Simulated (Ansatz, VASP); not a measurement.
## Cross-check of Nb23In8 between VASP and Ansatz

One calculation is typed for both programs; each brings its own data sets and cutoff. How far apart do they land? The structure shown is the end of the VASP relaxation below.

Program: Ansatz 0.2.0. Level of theory: plane waves, with VASP 6.6.1 beside it; single point at PBEsol. Results are calculated unless marked as measured.

### 1. The starting structure

The cell holds 31 atoms: 8 In and 23 Nb. Cell: a = 9.144 Å, b = 9.144 Å, c = 9.144 Å, α = 109.5°, β = 109.5°, γ = 109.5°. It derives from Nb3In. Nearest the centre at fractional (0.375, 0.125, 0.250): Nb12 at 2.67 Å, Nb13 at 2.67 Å, In4 at 2.85 Å, In7 at 2.85 Å, In1 at 2.85 Å, In5 at 2.85 Å, Nb28 at 3.31 Å, Nb27 at 3.31 Å.

### 2. VASP: relaxation, PBEsol

This run makes the geometry at which the two programs are then compared.

Lines of VASP's logs that name or quote its potential files are left out, and so is its time.

Contents of INCAR:

```
SYSTEM = Nb23In8
PREC = Normal
ENCUT = 300
EDIFF = 1E-05
NELM = 120
ISMEAR = 1
SIGMA = 0.2
LREAL = Auto
ALGO = Fast
GGA = PS
LORBIT = 11
LWAVE = .FALSE.
LCHARG = .TRUE.
KPAR = 4
IBRION = 2
NSW = 50
ISIF = 2
EDIFFG = -0.03
POTIM = 0.4
MAXMIX = 40
ISYM = 2
```

Contents of POSCAR:

```
Nb23In8
1.0
   -5.2795026827      5.2795026827      5.2795026827
    5.2795026827     -5.2795026827      5.2795026827
    5.2795026827      5.2795026827     -5.2795026827
In Nb
8 23
Direct
    0.5000000000      0.5000000000      0.5000000000
    0.0000000000      0.0000000000      0.5000000000
    0.0000000000      0.5000000000      0.0000000000
    0.5000000000      0.0000000000      0.0000000000
    0.0000000000      0.0000000000      0.0000000000
    0.5000000000      0.5000000000      0.0000000000
    0.5000000000      0.0000000000      0.5000000000
    0.0000000000      0.5000000000      0.5000000000
    0.8750000000      0.6250000000      0.2500000000
    0.8750000000      0.1250000000      0.7500000000
    0.3750000000      0.6250000000      0.7500000000
    0.6250000000      0.3750000000      0.2500000000
    0.1250000000      0.8750000000      0.2500000000
    0.1250000000      0.3750000000      0.7500000000
    0.6250000000      0.8750000000      0.7500000000
    0.1250000000      0.2500000000      0.3750000000
    0.6250000000      0.7500000000      0.3750000000
    0.6250000000      0.2500000000      0.8750000000
    0.1250000000      0.7500000000      0.8750000000
    0.2500000000      0.6250000000      0.3750000000
    0.7500000000      0.1250000000      0.3750000000
    0.7500000000      0.6250000000      0.8750000000
    0.2500000000      0.1250000000      0.8750000000
    0.3750000000      0.2500000000      0.6250000000
    0.8750000000      0.7500000000      0.6250000000
    0.8750000000      0.2500000000      0.1250000000
    0.3750000000      0.7500000000      0.1250000000
    0.2500000000      0.3750000000      0.1250000000
    0.7500000000      0.8750000000      0.1250000000
    0.7500000000      0.3750000000      0.6250000000
    0.2500000000      0.8750000000      0.6250000000
```

Contents of KPOINTS:

```
Automatic mesh
0
Gamma
3 3 3
0 0 0
```

Potentials, in the order of the species: In and Nb_pv (PBE family, release 64).

Started as:

```
> mpirun -np 4 vasp_std
```

Numbers of over 12 decimals in the logs are rounded to 6 here.

The log of the run:

```text
[banner, memory and clock lines left out]
running    4 mpi-ranks, on    1 nodes
[...]
|                                                                             |
|               ----> ADVICE to this user running VASP <----                  |
|                                                                             |
|     You enforced a specific xc type in the INCAR file but a different       |
|     [... a line on the potential file left out ...]
|     I HOPE YOU KNOW WHAT YOU ARE DOING!                                     |
|                                                                             |

 LDA part: xc-table for (Slater+PW92), standard interpolation
 POSCAR, INCAR and KPOINTS ok, starting setup
[...]
entering main loop
       N       E                     dE             d eps       ncg     rms          rms(c)
DAV:   1     0.279768769208E+04    0.27977E+04   -0.99205E+04  2336   0.118E+03
DAV:   2    -0.224712356255E+02   -0.28202E+04   -0.27408E+04  2288   0.655E+02
DAV:   3    -0.261614181189E+03   -0.23914E+03   -0.22484E+03  3320   0.162E+02
DAV:   4    -0.284794877466E+03   -0.23181E+02   -0.21313E+02  3264   0.396E+01
[...]
RMM:  25    -0.270422947169E+03   -0.20487E-04   -0.20502E-04  1484   0.147E-02    0.499E-03
RMM:  26    -0.270422962394E+03   -0.15226E-04   -0.15305E-04  1081   0.978E-03    0.889E-03
RMM:  27    -0.270422971023E+03   -0.86282E-05   -0.88408E-05  1059   0.102E-02
   1 F= -.27042297E+03 E0= -.27041668E+03  d E =-.270423E+03
[... from here on, the cycles between the ionic steps are left out ...]
   8 F= -.27063666E+03 E0= -.27064294E+03  d E =-.124850E-01
   9 F= -.27064636E+03 E0= -.27065205E+03  d E =-.221882E-01
  10 F= -.27063388E+03 E0= -.27063802E+03  d E =-.971251E-02
  11 F= -.27064737E+03 E0= -.27065279E+03  d E =-.232038E-01
  12 F= -.27065492E+03 E0= -.27066047E+03  d E =-.754884E-02
  13 F= -.27065495E+03 E0= -.27066049E+03  d E =-.758058E-02
  14 F= -.27065497E+03 E0= -.27066050E+03  d E =-.759552E-02
  15 F= -.27065680E+03 E0= -.27066285E+03  d E =-.183125E-02
 trial-energy change:   -0.001831  1 .order   -0.001698   -0.002924   -0.000472
 step:   3.1641(harm=  3.3090)  dis= 0.01041  next Energy=  -270.656835 (dE=-0.186E-02)
 reached required accuracy - stopping structural energy minimisation
```

From OUTCAR (step 2):

```text
  Total       -4.4095449     -4.4095449     -6.9809625      0.0000000     -0.0000000      0.0000000
  in kB      -12.0023233    -12.0023233    -19.0014549      0.0000000     -0.0000000      0.0000000
  external PRESSURE =     -14.3353671 kB  Pullay stress =       0.0000000 kB

 POSITION                                       TOTAL-FORCE (eV/Angst)
 -----------------------------------------------------------------------------------
      2.56007      2.63975      2.58079        -0.017421      0.000000      0.011370
      2.63079      2.63975      7.86621         0.005278      0.000000      0.008843
     -2.63079      2.63975      7.86621        -0.005278      0.000000      0.008843
     -2.56007      2.63975      2.58079         0.017421     -0.000000      0.011370
      0.00000      0.07968      0.05896        -0.000000      0.017421     -0.011370
     -0.00000      0.00896      5.33255        -0.000000     -0.005278     -0.008843
      0.00000      5.19982      0.05896         0.000000     -0.017421     -0.011370
      5.27950     -0.00896      0.05305         0.000000      0.005278     -0.008843
     -0.00000      2.63975      6.59938         0.000000      0.000000     -0.000000
      0.00000      7.91925      1.24326        -0.000000      0.000000      0.001380
      5.27950      2.63975      1.39650         0.000000      0.000000     -0.001380
      0.00000      2.63975      3.98916         0.000000      0.000000      0.001776
      5.27950     -2.63975      3.93010         0.000000      0.000000     -0.001776
      5.27950      2.63975     -1.31988         0.000000      0.000000     -0.000000
[...]
-----------------------------------------------------------------------------------
    total drift:                                0.000004     -0.000004     -0.000000

  FREE ENERGIE OF THE ION-ELECTRON SYSTEM (eV)
  ---------------------------------------------------
  free  energy   TOTEN  =      -270.6568010479 eV

  energy  without entropy=     -270.6749606741  energy(sigma->0) =     -270.66285426

 reached required accuracy - stopping structural energy minimisation

[... 3 further parts left out ...]
[key lines of the parts left out:]
E-fermi :   5.2784
```

This run has no spin polarisation. Its electron count is odd, so without a moment it is a metal by construction. The data set In keeps the semicore shell frozen, which is cheaper and a little less accurate. The run keeps the 8 symmetry operations of its start, so it cannot find a distortion of lower symmetry.

### 3. Ansatz: single point, PBEsol

Ansatz runs on its default PAW (the set named soft_2) files.

The same cell, functional, mesh and smearing now go to Ansatz, which takes its cutoff from its data sets.

Contents of input.yaml:

```yaml
crystal:
  lattice:
    - [-5.27950268, 5.27950268, 5.27950268]
    - [5.27950268, -5.27950268, 5.27950268]
    - [5.27950268, 5.27950268, -5.27950268]
  atoms:
    - { symbol: In, position: [0.49441619, 0.48686988, 0.49245368] }
    - { symbol: In, position: [0.99497609, 0.99412738, 0.49915129] }
    - { symbol: In, position: [0.99497609, 0.49582481, 0.00084871] }
    - { symbol: In, position: [0.49441619, 0.00196251, 0.00754632] }
    - { symbol: In, position: [0.01313012, 0.00558381, 0.00754632] }
    - { symbol: In, position: [0.50587262, 0.50502391, 0.00084871] }
    - { symbol: In, position: [0.49803749, 0.00558381, 0.49245368] }
    - { symbol: In, position: [0.00417519, 0.50502391, 0.49915129] }
    - { symbol: Nb, position: [0.875, 0.625, 0.25] }
    - { symbol: Nb, position: [0.86774359, 0.11774359, 0.75] }
    - { symbol: Nb, position: [0.38225641, 0.63225641, 0.75] }
    - { symbol: Nb, position: [0.62779669, 0.37779669, 0.25] }
    - { symbol: Nb, position: [0.12220331, 0.87220331, 0.25] }
    - { symbol: Nb, position: [0.125, 0.375, 0.75] }
    - { symbol: Nb, position: [0.625, 0.875, 0.75] }
    - { symbol: Nb, position: [0.11909784, 0.24879858, 0.38182517] }
    - { symbol: Nb, position: [0.61983769, 0.7479767, 0.37489954] }
    - { symbol: Nb, position: [0.61983769, 0.24493815, 0.87186099] }
    - { symbol: Nb, position: [0.11909784, 0.73727267, 0.87029926] }
    - { symbol: Nb, position: [0.25506185, 0.62692284, 0.37489954] }
    - { symbol: Nb, position: [0.76272733, 0.13302659, 0.38182517] }
    - { symbol: Nb, position: [0.7520233, 0.62692284, 0.87186099] }
    - { symbol: Nb, position: [0.25120142, 0.13302659, 0.87029926] }
    - { symbol: Nb, position: [0.36697341, 0.24879858, 0.62970074] }
    - { symbol: Nb, position: [0.87307716, 0.7479767, 0.62813901] }
    - { symbol: Nb, position: [0.87307716, 0.24493815, 0.12510046] }
    - { symbol: Nb, position: [0.36697341, 0.73727267, 0.11817483] }
    - { symbol: Nb, position: [0.25120142, 0.38090216, 0.11817483] }
    - { symbol: Nb, position: [0.7520233, 0.88016231, 0.12510046] }
    - { symbol: Nb, position: [0.76272733, 0.38090216, 0.62970074] }
    - { symbol: Nb, position: [0.25506185, 0.88016231, 0.62813901] }
hamiltonian:
  xc: pbesol
  pseudopotentials: { kind: paw }
kpoints:
  mp_grid: { grid: [3, 3, 3] }
scf:
  occupations: { method: methfessel_paxton, width: 0.2 }
  n_extra_bands: 11
output:
  forces: true
  eigenvalues: true
```

Started as:

```
> ansatz run input.yaml --threads 8 --pin off --max-ram 18432MiB --backend cpu --events-out ev --progress --plain --runs-dir out
```

The log of the run:

```text
scf.n_extra_bands = 11 over 202 filled bands (N_el = 403.0): the run solves 213 bands
Engine: ansatz 0.2.0, aarch64-unknown-linux-gnu
Pseudopotentials: kind: paw
Pseudopotential: In, paw, valence charge 13, recommended cutoff 420 eV (normal), In.paw.azcp
Pseudopotential: Nb, paw, valence charge 13, recommended cutoff 420 eV (normal), Nb.paw.azcp
Functional definition: PBEsol
  exchange = pbesol_x
  correlation = pbesol_c
Crystal: 31 atoms, lattice volume = 588.625 Å³
Basis set: ecut = 420 eV, 11489 PW (Γ), exchange–correlation on 128×128×128 points (8 copies of the dense FFT grid, shifted against one another)
Bands: 213, of which v1, the nominal top of the filled ones, is band 202 counted from 1 (201 counted from 0)
Symmetry: 8 space group operations
Space group: I-4m2 (ITA 119), of the structure as read, at distance tolerance 8.4e-5 Å
k-points: 6 of 27 (time reversal used)
Non-local potential: In, projectors of the file, l = 0: 2, l = 1: 2, l = 2: 2, l = 3: 2
Non-local potential: Nb, projectors of the file, l = 0: 3, l = 1: 2, l = 2: 2, l = 3: 1
PAW form: soft (Blöchl's): semilocal exchange-correlation on the pseudo side does not see the compensation charge
PAW frozen core: In, regenerated for the run's functional, and the local potential with it (the file was generated under x = pbe(κ = 0.804, μ = 0.219515), c = pbe(β = 0.066725))
PAW frozen core: Nb, regenerated for the run's functional, and the local potential with it (the file was generated under x = pbe(κ = 0.804, μ = 0.219515), c = pbe(β = 0.066725))
PAW one-centre angular grid: In, 590 points (default); XC on 64 Gauss nodes
PAW one-centre angular grid: Nb, 590 points (default); XC on 64 Gauss nodes
Initial density: superposition of atomic densities (neutral atoms: chi_scale 0, normalization atom), corrected by the library's trained network
Initial wavefunctions: pseudopotential atomic-orbital guess
Functional: x = pbesol(κ = 0.804, μ = 0.123457), c = pbesol(β = 0.046)
SCF iter   1: F=—  HF=-147597.271779 eV  |F-HF|=—  |Δ(HF+E_count)|=         —  Δρ=7.14e-3  dr2=5.60e-1  ethr=1.77e-3  ⟨swp⟩=5.2  Hψ=4696  notcnv=0
preconditioner: auto → Kerker (q_TF=auto, 2.561 Å⁻¹)  [metal: Δε(μ)=0.029 eV  Ē_g=6.940 eV  σ=0.200 eV  W_gap=0.12  n_scr=176 (ndim 8)  ℏωp=22.6 eV  f_vac=0.003  D(μ)=35.61/eV (n_scr^D=368)]
SCF iter   2: F=—  HF=-147597.200927 eV  |F-HF|=—  |Δ(HF+E_count)|=   7.09e-2  S|Δr|=    0.00e0  Δρ=3.55e-3  dr2=6.78e-2  ethr=1.39e-4  ⟨swp⟩=1.2  Hψ=1621  notcnv=0
SCF iter   3: F=—  HF=-147597.185487 eV  |F-HF|=—  |Δ(HF+E_count)|=   1.54e-2  S|Δr|=    0.00e0  Δρ=1.53e-3  dr2=1.99e-2  ethr=1.68e-5  ⟨swp⟩=2.0  Hψ=1658  notcnv=0
SCF iter   4: F=—  HF=-147597.182425 eV  |F-HF|=—  |Δ(HF+E_count)|=   3.06e-3  S|Δr|=    0.00e0  Δρ=3.96e-4  dr2=2.34e-3  ethr=4.95e-6  ⟨swp⟩=2.0  Hψ=1671  notcnv=0
SCF iter   5: F=—  HF=-147597.182307 eV  |F-HF|=—  |Δ(HF+E_count)|=   1.19e-4  S|Δr|=    0.00e0  Δρ=2.15e-4  dr2=6.15e-4  ethr=5.81e-7  ⟨swp⟩=2.0  Hψ=1667  notcnv=0
SCF iter   6: F=—  HF=-147597.182266 eV  |F-HF|=—  |Δ(HF+E_count)|=   4.08e-5  S|Δr|=    0.00e0  Δρ=8.05e-5  dr2=9.87e-5  ethr=1.53e-7  ⟨swp⟩=2.0  Hψ=1540  notcnv=0
SCF iter   7: F=—  HF=-147597.180402 eV  |F-HF|=—  |Δ(HF+E_count)|=   1.86e-3  S|Δr|=    0.00e0  Δρ=3.22e-5  dr2=1.67e-5  ethr=2.45e-8  ⟨swp⟩=2.0  Hψ=1602  notcnv=0
SCF iter   8: F=—  HF=-147597.180400 eV  |F-HF|=—  |Δ(HF+E_count)|=   1.83e-6  S|Δr|=    0.00e0  Δρ=7.49e-6  dr2=1.09e-6  ethr=4.13e-9  ⟨swp⟩=2.0  Hψ=1693  notcnv=0
SCF iter   9: F=—  HF=-147597.180400 eV  |F-HF|=—  |Δ(HF+E_count)|=   1.60e-7  S|Δr|=    0.00e0  Δρ=3.66e-6  dr2=3.23e-7  ethr=2.71e-10  ⟨swp⟩=2.0  Hψ=1704  notcnv=0
SCF iter  10: F=—  HF=-147597.180400 eV  |F-HF|=—  |Δ(HF+E_count)|=   3.04e-8  S|Δr|=    0.00e0  Δρ=3.52e-6  dr2=2.42e-7  ethr=2.48e-11  ⟨swp⟩=5.3  Hψ=4247  notcnv=0
SCF iter  11: F=-147597.180400 eV  HF=-147597.180400 eV  |F-HF|=6.75e-9  |Δ(HF+E_count)|=   2.55e-8  S|Δr|=    0.00e0  Δρ=1.16e-6  dr2=1.92e-8  ethr=2.48e-11  ⟨swp⟩=2.0  Hψ=3969  notcnv=0
SCF 1 converged in 11 iterations: F = -147597.180400 eV  dr2 = 1.92e-8
  greatest PAW one-centre occupation: 0.998 electrons in one spin orbital (limit 2), on the Nb atom at site 13 (counted from 0), in its partial waves of l = 0
SCF converged after 11 iterations
Stability not checked: this state was not tested for a lower state beside it, because cold or Methfessel-Paxton smearing, or corrected tetrahedra, fill the levels in a way that the test cannot read (fill_not_monotonic; see scf.lower_state_search)
Free energy (F): -147597.180400 eV
Harris-Foulkes:  -147597.180400 eV  (|F-HF|=6.75e-9)
Internal energy: -147597.198841 eV  (E = F + TS)
E sigma→0 (E₀):  -147597.185010 eV
Entropy (-TS):   0.018441 eV (0.595 meV/atom)
Fermi energy:    16.143820 eV
--- Per-component energies (eV) ---
  E_band       = -1642.834481
  E_kinetic    = 11031.574038
  E_local      = -24899.425946  (includes V_loc(G=0)·N_el)
  E_nonlocal   = 5743.087636
  E_hartree    = 8548.085609
  E_xc         = -5724.921970
  E_vxc        = -5692.714977  (∫ρ·V_xc dr)
  E_paw        = -102078.597580  (= ΣΔE_a)
  E_vpaw       = -4921.519926  (= ΣTr[D̂ρ^β])
  E_aug_tail   = 0.000354  (compensation charges beyond the density's cutoff)
  E_ewald      = -40223.228506
  E_core_change = 6.227525  (= ΣΔE_core)
  E_smearing   = 0.018441  (= −TS)
  E_closure    = -0.000000  (closes the sum)
  Σ components = -147597.180400   (vs F -147597.180400, Δ=0.00e0)
--- Forces (eV/Å), atoms counted from 1 ---
  atom   1  In     0.02920892    -0.00000000     0.03860468
  atom   2  In     0.01175986     0.00000000     0.03046442
  atom   3  In    -0.01175986     0.00000000     0.03046442
  atom   4  In    -0.02920892     0.00000000     0.03860468
  atom   5  In     0.00000000    -0.02920892    -0.03860468
  atom   6  In     0.00000000    -0.01175986    -0.03046442
  atom   7  In     0.00000000     0.02920892    -0.03860468
  atom   8  In     0.00000000     0.01175986    -0.03046442
  atom   9  Nb    -0.00000000    -0.00000000     0.00000000
  atom  10  Nb     0.00000000     0.00000000    -0.09755004
  atom  11  Nb     0.00000000     0.00000000     0.09755004
  atom  12  Nb     0.00000000    -0.00000000     0.13601252
  atom  13  Nb    -0.00000000     0.00000000    -0.13601252
  atom  14  Nb    -0.00000000     0.00000000     0.00000000
  atom  15  Nb    -0.00000000     0.00000000     0.00000000
  atom  16  Nb     0.01225825     0.01715761    -0.01007131
  atom  17  Nb    -0.01481983    -0.04428931     0.00817862
  atom  18  Nb     0.01481983    -0.04428931     0.00817862
  atom  19  Nb    -0.01225825     0.01715761    -0.01007131
  atom  20  Nb    -0.04428931    -0.01481983    -0.00817862
  atom  21  Nb     0.01715761     0.01225825     0.01007131
  atom  22  Nb    -0.04428931     0.01481983    -0.00817862
  atom  23  Nb     0.01715761    -0.01225825     0.01007131
  atom  24  Nb     0.01225825    -0.01715761    -0.01007131
  atom  25  Nb    -0.01481983     0.04428931     0.00817862
  atom  26  Nb     0.01481983     0.04428931     0.00817862
  atom  27  Nb    -0.01225825    -0.01715761    -0.01007131
  atom  28  Nb    -0.01715761    -0.01225825     0.01007131
  atom  29  Nb     0.04428931     0.01481983    -0.00817862
  atom  30  Nb    -0.01715761     0.01225825     0.01007131
  atom  31  Nb     0.04428931    -0.01481983    -0.00817862
  max |Σ_I F_I| component: 2.78e-17 eV/Å
--- Band table (eV; the first three rows and the last of 6) ---
  k-point 0: bands = [... 198 lower, 16.3278, 16.4482, 16.4482, 16.5002, 16.5174, 16.6276, 16.6316, 16.6316, ... 7 higher]
  k-point 1: bands = [... 198 lower, 16.0220, 16.0797, 16.1133, 16.1687, 16.2721, 16.2975, 16.3064, 16.3658, ... 7 higher]
  k-point 2: bands = [... 198 lower, 16.0328, 16.0543, 16.1935, 16.2350, 16.2887, 16.3280, 16.3302, 16.3976, ... 7 higher]
  k-point 5: bands = [... 198 lower, 15.8358, 15.8771, 16.0313, 16.0717, 16.1664, 16.1721, 16.1881, 16.2372, ... 7 higher]
```

Run time: 20 s. Hardware: 8 threads of Arm Neoverse V2, shared host; peak memory 3.7 GiB.

The column dr2 measures how far the density is from self-consistency, as an energy; F and HF (Harris–Foulkes) agree once it is small.

### 4. Comparison

Known differences besides the potentials themselves: the data sets hold 403 valence electrons in Ansatz (default PAW (the set named soft_2) files) and 277 in VASP; the cutoff is 420 eV in Ansatz and 300 eV in VASP (PREC = Normal, projectors in real space); Ansatz makes its cores anew for this functional, VASP keeps those of its PBE data sets; VASP leaves aspherical gradient terms in its spheres out (LASPH is not set), Ansatz keeps them. Total energies have different zeros and are not compared.

At this near-relaxed geometry the largest component of a force difference is 134 meV/Å. VASP's last cycles still show a density residual of 7e-03, so its state may not be settled.

### 5. Other set-ups

Further runs change the set-up of one program: Ansatz's method, potentials or start, or VASP's data sets, cutoff or form of LDA. The table gives Ansatz less VASP for each quantity, since a change that brings one quantity closer may part another.

| run | r.m.s. force difference (meV/Å) |
| --- | --- |
| as above | 29 |
| cores kept as stored | 29 |
| Ansatz's larger PAW set (cutoff 770 eV) | 29 |
| norm-conserving potentials (cutoff 1116 eV) | 27 |

### 6. What came out

```
r.m.s. force difference (single point, PBEsol) : 29 meV/Å
```

The r.m.s. force difference is 29 meV/Å (single point, PBEsol), beyond the 12 meV/Å picked in this series as the mark of a large difference. For single point, PBEsol, no further run moves any of the tabulated differences by more than a quarter of its size. How closely two codes agree says nothing of how well the functional describes the real material.

[Lines on the potential files, build, host, timing and source positions are cut from VASP's logs without a mark.]

[Logs are printed without paths, hosts, clocks, repeated set-up lines and the standing remarks that a program may print on its own settings, such as how far it seeks lower states.]

[Hosts, paths, dates, database ids (printed as entryN), source tags and the programs' standing remarks are cut or masked in the printed files.]
